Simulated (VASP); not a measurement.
Output of a VASP run:

### OSZICAR
```
...
DAV:   9    -0.144211144977E+02   -0.61569E-04   -0.99604E-04  4647   0.366E-01    0.266E-02
DAV:  10    -0.144211018451E+02    0.12653E-04   -0.24152E-04  4561   0.202E-01    0.488E-03
DAV:  11    -0.144211035236E+02   -0.16786E-05   -0.31812E-05  4869   0.689E-02    0.441E-03
DAV:  12    -0.144211026799E+02    0.84379E-06   -0.89989E-06  4411   0.398E-02
   1 F= -.14421103E+02 E0= -.14421005E+02  d E =-.144211E+02
       N       E                     dE             d eps       ncg     rms          rms(c)
DAV:   1    -0.144291685758E+02   -0.80651E-02   -0.16061E-01  4745   0.459E+00    0.548E-01
DAV:   2    -0.144233151795E+02    0.58534E-02   -0.23235E-02  4752   0.213E+00    0.246E-01
DAV:   3    -0.144216865141E+02    0.16287E-02   -0.21424E-03  5474   0.537E-01    0.666E-02
DAV:   4    -0.144215110847E+02    0.17543E-03   -0.57124E-04  4637   0.217E-01    0.717E-03
DAV:   5    -0.144215139954E+02   -0.29107E-05   -0.47433E-05  4596   0.746E-02    0.277E-03
DAV:   6    -0.144215133080E+02    0.68743E-06   -0.54527E-06  3864   0.304E-02
   2 F= -.14421513E+02 E0= -.14421382E+02  d E =-.410628E-03
       N       E                     dE             d eps       ncg     rms          rms(c)
DAV:   1    -0.144217985148E+02   -0.28452E-03   -0.60118E-03  4759   0.891E-01    0.106E-01
DAV:   2    -0.144215804132E+02    0.21810E-03   -0.86737E-04  4731   0.411E-01    0.477E-02
DAV:   3    -0.144215192114E+02    0.61202E-04   -0.81483E-05  5491   0.105E-01    0.128E-02
DAV:   4    -0.144215126803E+02    0.65311E-05   -0.21557E-05  4658   0.422E-02    0.138E-03
DAV:   5    -0.144215127735E+02   -0.93169E-07   -0.16112E-06  2400   0.144E-02
   3 F= -.14421513E+02 E0= -.14421376E+02  d E =-.410094E-03
       N       E                     dE             d eps       ncg     rms          rms(c)
DAV:   1    -0.144216167582E+02   -0.10408E-03   -0.21135E-03  4759   0.530E-01    0.628E-02
DAV:   2    -0.144215399711E+02    0.76787E-04   -0.30625E-04  4773   0.244E-01    0.283E-02
DAV:   3    -0.144215184947E+02    0.21476E-04   -0.28449E-05  5428   0.620E-02    0.757E-03
DAV:   4    -0.144215161855E+02    0.23092E-05   -0.74693E-06  4328   0.252E-02    0.856E-04
DAV:   5    -0.144215162231E+02   -0.37671E-07   -0.62765E-07  2061   0.917E-03
   4 F= -.14421516E+02 E0= -.14421383E+02  d E =-.413543E-03
       N       E                     dE             d eps       ncg     rms          rms(c)
DAV:   1    -0.144215406928E+02   -0.24507E-04   -0.52412E-04  4787   0.263E-01    0.313E-02
DAV:   2    -0.144215215618E+02    0.19131E-04   -0.76332E-05  4787   0.122E-01    0.141E-02
DAV:   3    -0.144215161840E+02    0.53777E-05   -0.67483E-06  4576   0.308E-02    0.376E-03
DAV:   4    -0.144215155936E+02    0.59045E-06   -0.19401E-06  2388   0.146E-02
   5 F= -.14421516E+02 E0= -.14421380E+02  d E =-.412914E-03
       N       E                     dE             d eps       ncg     rms          rms(c)
DAV:   1    -0.144225315747E+02   -0.10154E-02   -0.50128E-02  5142   0.180E+00    0.190E-01
DAV:   2    -0.144219562821E+02    0.57529E-03   -0.33103E-03  4633   0.802E-01    0.971E-02
DAV:   3    -0.144217051150E+02    0.25117E-03   -0.45148E-04  6023   0.232E-01    0.224E-02
DAV:   4    -0.144216985513E+02    0.65637E-05   -0.12150E-04  4068   0.938E-02    0.478E-03
DAV:   5    -0.144216984962E+02    0.55074E-07   -0.76264E-06  4780   0.258E-02
   6 F= -.14421698E+02 E0= -.14421550E+02  d E =-.182903E-03
```

File OUTCAR:
```
------------------------ aborting loop because EDIFF is reached ----------------------------------------
  FORCE on cell =-STRESS in cart. coord.  units (eV):
  Direction    XX          YY          ZZ          XY          YZ          ZX
  --------------------------------------------------------------------------------------
  Total        0.0311981      0.0380336      0.0162459      0.0000000      0.0000000      0.0000000
  in kB        0.6851880      0.8353116      0.3568004      0.0000000      0.0000000      0.0000000
  external PRESSURE =       0.6257667 kB  Pullay stress =       0.0000000 kB
  volume of cell :       72.95
      direct lattice vectors                 reciprocal lattice vectors
     2.176678364 -3.743864848  0.000000000     0.229707801 -0.133551830  0.000000000
     2.176678364  3.743864848 -0.000000000     0.229707801  0.133551830 -0.000000000
     0.000000000  0.000000000  4.475943074     0.000000000  0.000000000  0.223416604
 POSITION                                       TOTAL-FORCE (eV/Angst)
 -----------------------------------------------------------------------------------
      2.17668      2.57753      4.10144         0.000000      0.000385     -0.017769
      2.17668      1.16633      1.86346         0.000000     -0.000385     -0.017769
      2.17668     -1.16633      2.61248         0.000000      0.000385      0.017769
      2.17668     -2.57753      0.37451         0.000000     -0.000385      0.017769
 -----------------------------------------------------------------------------------
    total drift:                                0.000000     -0.000000     -0.000000
  FREE ENERGIE OF THE ION-ELECTRON SYSTEM (eV)
  ---------------------------------------------------
  free  energy   TOTEN  =       -14.4216984962 eV

  energy  without entropy=      -14.4212533521  energy(sigma->0) =      -14.42155011

 reached required accuracy - stopping structural energy minimisation
```
(Selected blocks of OUTCAR.)

### POSCAR
```
Ga
1
    2.1830342867    -3.7485853323     0.0000000000
    2.1830342867     3.7485853323    -0.0000000000
    0.0000000000     0.0000000000     4.4707725139
Ga
4
Direct
  0.1560687958   0.8439312042   0.9169067933
  0.3439312042   0.6560687958   0.4169067933
  0.6560687958   0.3439312042   0.5830932067
  0.8439312042   0.1560687958   0.0830932067
```

Write an INCAR and KPOINTS that could have produced this output.

This is not unique; one that fits is the input of the run itself, LDA (Ceperley-Alder, Perdew-Zunger), plane waves, VASP's LDA PAW potentials (set 64).

INCAR:
```
! general
SYSTEM   =  Ga
PREC     =  Accurate
ENCUT    =  400
LREAL    =  .FALSE.
LASPH    =  .TRUE.

! electronic loop
EDIFF    =  1E-6   ! SCF stop (eV)
NELM     =  100   ! most electronic steps
ALGO     =  Normal
LMAXMIX  =  4

! smearing
ISMEAR   =  1
SIGMA    =  0.1   ! width (eV)

! ions
IBRION   =  2   ! conjugate gradients
NSW      =  60   ! most ionic steps
ISIF     =  3   ! ions, shape and volume
EDIFFG   =  -0.02   ! ionic stop

! output
LWAVE    =  .FALSE.
LCHARG   =  .FALSE.
```

File KPOINTS:
```
Automatic mesh
0
Gamma
7 7 6
0 0 0
```

POTCAR, in this order: Ga_d (LDA.64 set). Program: vasp_std.

The compound is Ga in the alpha structure. This run relaxes it. Symmetry was kept, so distortions that lower it aren't found. The start is the result of an earlier pass.
